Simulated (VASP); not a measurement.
# YSi16C15 (a cell with a defect) (Moissanite) in VASP: a series of runs

Runs on YSi16C15 (a cell with a defect) (Moissanite). Level: PBE. Tasks: electric field gradients.

Everything below comes from runs of VASP 6.6.1. Logs are shortened: lines on timing, memory, paths and dates and some standing lists are left out, and cuts for length are marked.

## 1. The structure

The cell holds a defect, 32 atoms: a = 6.152 Å, b = 6.152 Å, c = 10.096 Å, α = 90.00°, β = 90.00°, γ = 120.00°.

## 2. Electric field gradients, PBE

The input, INCAR:

```
SYSTEM = YSi16C15
ALGO = Fast
EDIFF = 1E-8
ENCUT = 520
GGA = PE
ISIF = 2
ISMEAR = -1
LASPH = .TRUE.
LCHARG = .FALSE.
LEFG = .TRUE.
LREAL = Auto
LWAVE = .FALSE.
NBANDS = 90
NELECT = 136.0
NELM = 60
PREC = Accurate
SIGMA = 0.01
```

The input, KPOINTS:

```
k-points
0
G
  4 4 2
  0 0 0
```

The input, POSCAR:

```
YSi16C15
1.0
    6.1520000000      0.0000000000      0.0000000000
   -3.0760000000      5.3277882840      0.0000000000
    0.0000000000      0.0000000000     10.0960000000
Si Y C
16 1 15
Direct
    0.1666666666      0.3333333334      0.0000000000
    0.1666666666      0.3333333334      0.5000000000
    0.1666666666      0.8333333334      0.0000000000
    0.1666666666      0.8333333334      0.5000000000
    0.6666666666      0.3333333334      0.0000000000
    0.6666666666      0.3333333334      0.5000000000
    0.6666666666      0.8333333334      0.0000000000
    0.6666666666      0.8333333334      0.5000000000
    0.3333333334      0.1666666666      0.2500000000
    0.3333333334      0.1666666666      0.7500000000
    0.3333333334      0.6666666666      0.2500000000
    0.3333333334      0.6666666666      0.7500000000
    0.8333333334      0.1666666666      0.2500000000
    0.8333333334      0.1666666666      0.7500000000
    0.8333333334      0.6666666666      0.2500000000
    0.8333333334      0.6666666666      0.7500000000
    0.1666666666      0.3333333334      0.1925000000
    0.1666666666      0.3333333334      0.6925000000
    0.1666666666      0.8333333334      0.1925000000
    0.1666666666      0.8333333334      0.6925000000
    0.6666666666      0.3333333334      0.1925000000
    0.6666666666      0.3333333334      0.6925000000
    0.6666666666      0.8333333334      0.1925000000
    0.6666666666      0.8333333334      0.6925000000
    0.3333333334      0.1666666666      0.4425000000
    0.3333333334      0.1666666666      0.9425000000
    0.3333333334      0.6666666666      0.4425000000
    0.3333333334      0.6666666666      0.9425000000
    0.8333333334      0.1666666666      0.4425000000
    0.8333333334      0.1666666666      0.9425000000
    0.8333333334      0.6666666666      0.4425000000
    0.8333333334      0.6666666666      0.9425000000
```

Potentials or basis: VASP PAW PBE potentials, release 64 (Si, Y_sv, C).

Started as:

```
$ cat potpaw_PBE.64/Si/POTCAR potpaw_PBE.64/Y_sv/POTCAR potpaw_PBE.64/C/POTCAR > POTCAR
$ mpirun -np 1 vasp_std > vasp.out
```

OUTCAR:

```text
SYSTEM = YSi16C15
   EDIFF = 1E-8
   ENCUT = 520
   GGA = PE
   ISIF = 2
   ISMEAR = -1
   LASPH = .TRUE.
   LREAL = Auto
   NELECT = 136.0
   NELM = 60
   PREC = Accurate

 ion  position               nearest neighbor table
   1  0.167  0.333  0.000-  28 1.87  30 1.87  26 1.87  17 1.94   3 3.08   7 3.08   3 3.08   7 3.08
                             5 3.08   5 3.08  12 3.09  11 3.09  14 3.09  13 3.09  10 3.09   9 3.09
   2  0.167  0.333  0.500-  27 1.87  29 1.87  25 1.87  18 1.94   4 3.08   8 3.08   4 3.08   8 3.08
                             6 3.08   6 3.08  12 3.09  11 3.09  14 3.09  13 3.09  10 3.09   9 3.09
   3  0.167  0.833  0.000-  26 1.87  32 1.87  28 1.87  19 1.94   1 3.08   5 3.08   1 3.08   5 3.08
                             7 3.08   7 3.08  10 3.09   9 3.09  16 3.09  15 3.09  12 3.09  11 3.09
   4  0.167  0.833  0.500-  25 1.87  31 1.87  27 1.87  20 1.94   2 3.08   6 3.08   2 3.08   6 3.08
                             8 3.08   8 3.08  10 3.09   9 3.09  16 3.09  15 3.09  12 3.09  11 3.09
   5  0.667  0.333  0.000-  32 1.87  26 1.87  30 1.87  21 1.94   3 3.08   7 3.08   7 3.08   3 3.08
                             1 3.08   1 3.08  16 3.09  15 3.09  10 3.09   9 3.09  14 3.09  13 3.09
   6  0.667  0.333  0.500-  31 1.87  25 1.87  29 1.87  22 1.94   4 3.08   8 3.08   8 3.08   4 3.08
                             2 3.08   2 3.08  16 3.09  15 3.09  10 3.09   9 3.09  14 3.09  13 3.09
   7  0.667  0.833  0.000-  30 1.87  28 1.87  32 1.87  23 1.94   1 3.08   5 3.08   5 3.08   1 3.08
                             3 3.08   3 3.08  14 3.09  13 3.09  12 3.09  11 3.09  16 3.09  15 3.09
   8  0.667  0.833  0.500-  29 1.87  27 1.87  31 1.87  24 1.94   2 3.08   6 3.08   6 3.08   2 3.08
                             4 3.08   4 3.08  14 3.09  13 3.09  12 3.09  11 3.09  16 3.09  15 3.09
   9  0.333  0.167  0.250-  19 1.87  21 1.87  17 1.87  25 1.94  11 3.08  15 3.08  11 3.08  15 3.08
[... 20 lines left out ...]
  21  0.667  0.333  0.193-  15 1.87   9 1.87  13 1.87   5 1.94  17 3.08  17 3.08
  22  0.667  0.333  0.693-  16 1.87  10 1.87  14 1.87   6 1.94
  23  0.667  0.833  0.193-  13 1.87  11 1.87  15 1.87   7 1.94  17 3.08  17 3.08
  24  0.667  0.833  0.693-  14 1.87  12 1.87  16 1.87   8 1.94
  25  0.333  0.167  0.443-   4 1.87   6 1.87   2 1.87   9 1.94  17 3.09
  26  0.333  0.167  0.943-   3 1.87   5 1.87   1 1.87  10 1.94  17 3.09
  27  0.333  0.667  0.443-   2 1.87   8 1.87   4 1.87  11 1.94  17 3.09
  28  0.333  0.667  0.943-   1 1.87   7 1.87   3 1.87  12 1.94  17 3.09
  29  0.833  0.167  0.443-   8 1.87   2 1.87   6 1.87  13 1.94  17 3.09
  30  0.833  0.167  0.943-   7 1.87   1 1.87   5 1.87  14 1.94  17 3.09
  31  0.833  0.667  0.443-   6 1.87   4 1.87   8 1.87  15 1.94
  32  0.833  0.667  0.943-   5 1.87   3 1.87   7 1.87  16 1.94

 -----------------------------------------------------------------------------
|                                                                             |
|           W    W    AA    RRRRR   N    N  II  N    N   GGGG   !!!           |
|           W    W   A  A   R    R  NN   N  II  NN   N  G    G  !!!           |
|           W    W  A    A  R    R  N N  N  II  N N  N  G       !!!           |
|           W WW W  AAAAAA  RRRRR   N  N N  II  N  N N  G  GGG   !            |
|           WW  WW  A    A  R   R   N   NN  II  N   NN  G    G                |
|           W    W  A    A  R    R  N    N  II  N    N   GGGG   !!!           |
|                                                                             |
|     The distance between some ions is very small. Please check the          |
|     nearest-neighbor list in the OUTCAR file.                               |
|     I HOPE YOU KNOW WHAT YOU ARE DOING!                                     |
|                                                                             |
 -----------------------------------------------------------------------------

  LATTYP: Found a hexagonal cell.
 ALAT       =     6.1520000000
 C/A-ratio  =     1.6410923277

  Lattice vectors:

 A1 = (   6.1520000000,   0.0000000000,   0.0000000000)
 A2 = (  -3.0760000000,   5.3277882840,   0.0000000000)
 A3 = (   0.0000000000,   0.0000000000,  10.0960000000)

Analysis of symmetry for initial positions (statically):
=====================================================================
 Subroutine PRICEL returns:
 Original cell was already a primitive cell.

 Routine SETGRP: Setting up the symmetry group for a
 hexagonal supercell.

 Subroutine GETGRP returns: Found  6 space group operations
 (whereof  2 operations were pure point group operations)
 out of a pool of 24 trial point group operations.

The static configuration has the point symmetry C_1h.
 The point group associated with its full space group is C_3v.
[... 179 lines left out ...]
  Fermi-wavevector in a.u.,A,eV,Ry     =   1.217167  2.300113 20.156978  1.481496
  Thomas-Fermi vector in A             =   2.352497
   LORBIT       =      0    0 simple, 1 ext, 2 COOP (PROOUT), +10 PAW based schemes
   GGA     = PE    functional components
   LHFCALC =     F    Hartree Fock is set to
   AEXX    =    0.0000 exact exchange contribution
   IVDW    =     0    specifies the selected vdW correction
   LEPSILON=     F    determine dielectric tensor
   LRPA    =     F    only Hartree local field effects (RPA)
 non-spin polarized calculation
 RMM-DIIS sequential band-by-band and
  energy-cutoff  :      520.00
  volume of cell :      330.91
 maximum number of plane-waves:      8977
 NGX is ok and might be reduce to    48
   NGX = 23   NGY = 23   NGZ = 37

 number of electron     136.0000003 magnetization

 Free energy of the ion-electron system (eV)
  ---------------------------------------------------
  ext. energy  EPLUGINS =         0.00000000
  ---------------------------------------------------
  free energy    TOTEN  =      -198.98571014 eV

  energy without entropy =     -198.98069358  energy(sigma->0) =     -198.98320186

 E-fermi :  10.0138     XC(G=0): -11.5561

 val. band max:        9.9914839969   @ k =   0.2500   0.0000   0.0000
 cond. band min:      10.0144187841   @ k =   0.2500   0.0000   0.0000
 fundamental gap:      0.0229347872
 Fermi energy:        10.0138185051

 k-point     1 :       0.0000    0.0000    0.0000
  band No.  band energies     occupation
      1     -31.1140      2.00000
      2     -12.5870      2.00000
      3     -12.5870      2.00000
      4     -12.3460      2.00000
      5      -7.1930      2.00000
      6      -5.9946      2.00000
[... 653 lines left out ...]
     79      13.6070      0.00000
     80      13.7305      0.00000
 [bands above 80 left out]

------------------------ aborting loop because EDIFF is reached ----------------------------------------

  FORCE on cell =-STRESS in cart. coord.  units (eV):
  Direction    XX          YY          ZZ          XY          YZ          ZX
  --------------------------------------------------------------------------------------
  -------------------------------------------------------------------------------------
  Total       67.3046317     67.3046317     50.4783693     -0.0000000      0.0000000      0.0000000
  in kB      325.8688945    325.8688945    244.4011649     -0.0000000      0.0000000      0.0000000
  external PRESSURE =     298.7129846 kB  Pullay stress =       0.0000000 kB

 VOLUME and BASIS-vectors are now :
 -----------------------------------------------------------------------------
  energy-cutoff  :      520.00
  volume of cell :      330.91
      direct lattice vectors                 reciprocal lattice vectors
     6.152000000  0.000000000  0.000000000     0.162548765  0.093847573  0.000000000
    -3.076000000  5.327788284  0.000000000     0.000000000  0.187695146  0.000000000
     0.000000000  0.000000000 10.096000000     0.000000000  0.000000000  0.099049128

 POSITION                                       TOTAL-FORCE (eV/Angst)
 -----------------------------------------------------------------------------------
     -0.00000      1.77593      0.00000        -0.000000      0.000000    -11.516343
     -0.00000      1.77593      5.04800        -0.000000      0.000000      0.176114
     -1.53800      4.43982      0.00000         0.012897      0.007446      1.211931
     -1.53800      4.43982      5.04800         0.212990      0.122970      0.569791
      3.07600      1.77593      0.00000        -0.000000     -0.014892      1.211931
      3.07600      1.77593      5.04800        -0.000000     -0.245940      0.569791
[... 24 lines left out ...]
      3.07600      3.55186      4.46748        -0.000000      0.000000     -0.773147
      3.07600      3.55186      9.51548        -0.000000      0.000000     -0.872611
 -----------------------------------------------------------------------------------
    total drift:                                0.000000      0.000001     -0.245913

  FREE ENERGIE OF THE ION-ELECTRON SYSTEM (eV)
  ---------------------------------------------------
  free  energy   TOTEN  =      -198.9857101386 eV

  energy  without entropy=     -198.9806935774  energy(sigma->0) =     -198.98320186

 Electric field gradients (V/A^2)
---------------------------------------------------------------------
 ion       V_xx      V_yy      V_zz      V_xy      V_xz      V_yz
---------------------------------------------------------------------
   1      -0.328    -0.328     0.655    -0.000     0.000    -0.000
   2      -9.468    -9.468    18.936    -0.000     0.000    -0.000
   3      -8.131    -6.714    14.845    -1.227    -0.461    -0.266
   4     -10.584    -8.273    18.857    -2.002    -1.021    -0.589
   5      -6.005    -8.840    14.845    -0.000     0.000     0.532
   6      -7.117   -11.740    18.857    -0.000     0.000     1.179
[... 24 lines left out ...]
  31      -1.083    -1.083     2.166    -0.000     0.000    -0.000
  32      -1.598    -1.598     3.196    -0.000     0.000    -0.000
---------------------------------------------------------------------

 Electric field gradients after diagonalization (V/A^2)
 (convention: |V_zz| > |V_xx| > |V_yy|)
----------------------------------------------------------------------
 ion       V_xx      V_yy      V_zz     asymmetry (V_yy - V_xx)/ V_zz
----------------------------------------------------------------------
   1      -0.328    -0.328     0.655       0.000
   2      -9.468    -9.468    18.936       0.000
   3      -8.852    -6.005    14.857       0.192
   4     -11.785    -7.117    18.902       0.247
   5      -8.852    -6.005    14.857       0.192
   6     -11.785    -7.117    18.902       0.247
[... 24 lines left out ...]
  31      -1.083    -1.083     2.166       0.000
  32      -1.598    -1.598     3.196       0.000
----------------------------------------------------------------------

           NMR quadrupolar parameters

 Cq : quadrupolar parameter    Cq=e*Q*V_zz/h
 eta: asymmetry parameters     (V_yy - V_xx)/ V_zz
 Q  : nuclear electric quadrupole moment in mb (millibarn)
----------------------------------------------------------------------
 ion       Cq(MHz)       eta       Q (mb)
----------------------------------------------------------------------
   1       0.002       0.000       1.000
   2       0.046       0.000       1.000
   3       0.036       0.192       1.000
   4       0.046       0.247       1.000
   5       0.036       0.192       1.000
   6       0.046       0.247       1.000
[... 24 lines left out ...]
  31       0.005       0.000       1.000
  32       0.008       0.000       1.000
----------------------------------------------------------------------
```

Wall time 5.3 min (1 thread of Intel Xeon 6975P-C (Granite Rapids), shared host); peak memory 0.53 GiB.

Results:

| Property | Result |
| --- | --- |
| Free energy | -198.9857 eV |
| Largest force | 15.129 eV/Å |
| Band gap on the k mesh | none (metal or under the smearing width) |

Forces in eV/Å, atoms in the order of the input:
```
Si    0.000   0.000 -11.516
Si    0.000   0.000   0.176
Si    0.013   0.007   1.212
Si    0.213   0.123   0.570
Si    0.000  -0.015   1.212
Si    0.000  -0.246   0.570
Si   -0.013   0.007   1.212
Si   -0.213   0.123   0.570
Si   12.228  -7.060   5.433
Si    0.084  -0.048   0.872
Si    0.000  14.120   5.433
Si    0.000   0.097   0.872
Si  -12.228  -7.060   5.433
Si   -0.084  -0.048   0.872
Si    0.000   0.000   0.701
Si    0.000   0.000   0.904
Y     0.000   0.000  -1.928
C     0.000   0.000  -0.859
C    -0.310  -0.179  -1.206
C    -0.224  -0.129  -0.821
C     0.000   0.358  -1.206
C     0.000   0.259  -0.821
C     0.310  -0.179  -1.206
C     0.224  -0.129  -0.821
C     0.232  -0.134  -0.158
C     0.451  -0.260  -1.179
C     0.000   0.268  -0.158
C     0.000   0.521  -1.179
C    -0.232  -0.134  -0.158
C    -0.451  -0.260  -1.179
C     0.000   0.000  -0.773
C     0.000   0.000  -0.873
```

Electric field gradients, principal values (V/Å²):
| atom | Vxx | Vyy | Vzz |
| --- | --- | --- | --- |
| 1 Si | -0.328 | -0.328 | 0.655 |
| 2 Si | -9.468 | -9.468 | 18.936 |
| 3 Si | -6.005 | -8.852 | 14.857 |
| 4 Si | -7.117 | -11.785 | 18.902 |
| 5 Si | -6.005 | -8.852 | 14.857 |
| 6 Si | -7.117 | -11.785 | 18.902 |
| 7 Si | -6.005 | -8.851 | 14.857 |
| 8 Si | -7.117 | -11.785 | 18.902 |
| 9 Si | 8.302 | 11.806 | -20.108 |
| 10 Si | -8.229 | -8.520 | 16.749 |
| 11 Si | 8.302 | 11.806 | -20.108 |
| 12 Si | -8.229 | -8.521 | 16.749 |
| 13 Si | 8.302 | 11.806 | -20.108 |
| 14 Si | -8.229 | -8.521 | 16.749 |
| 15 Si | -7.967 | -7.967 | 15.935 |
| 16 Si | -8.191 | -8.191 | 16.382 |
| 17 Y | 1.788 | 1.788 | -3.575 |
| 18 C | -0.512 | -0.512 | 1.024 |
| 19 C | -3.805 | -9.795 | 13.601 |
| 20 C | -0.259 | -1.559 | 1.818 |
| 21 C | -3.805 | -9.795 | 13.601 |
| 22 C | -0.259 | -1.559 | 1.818 |
| 23 C | -3.806 | -9.795 | 13.601 |
| 24 C | -0.260 | -1.559 | 1.818 |
| 25 C | -3.868 | -4.272 | 8.140 |
| 26 C | -3.854 | -4.987 | 8.841 |
| 27 C | -3.868 | -4.272 | 8.140 |
| 28 C | -3.854 | -4.987 | 8.841 |
| 29 C | -3.868 | -4.272 | 8.140 |
| 30 C | -3.854 | -4.987 | 8.841 |
| 31 C | -1.083 | -1.083 | 2.166 |
| 32 C | -1.598 | -1.598 | 3.196 |

Caveat: the cell carries a net charge on a neutralising background, which shifts energy and pressure; the cell is charged against a uniform background, so pressure and absolute levels hang on convention; a pressure of tens of GPa on the cell as given is suspect, and the run, the potentials or the cell itself is likely at fault.

[end of part 1 of 2]
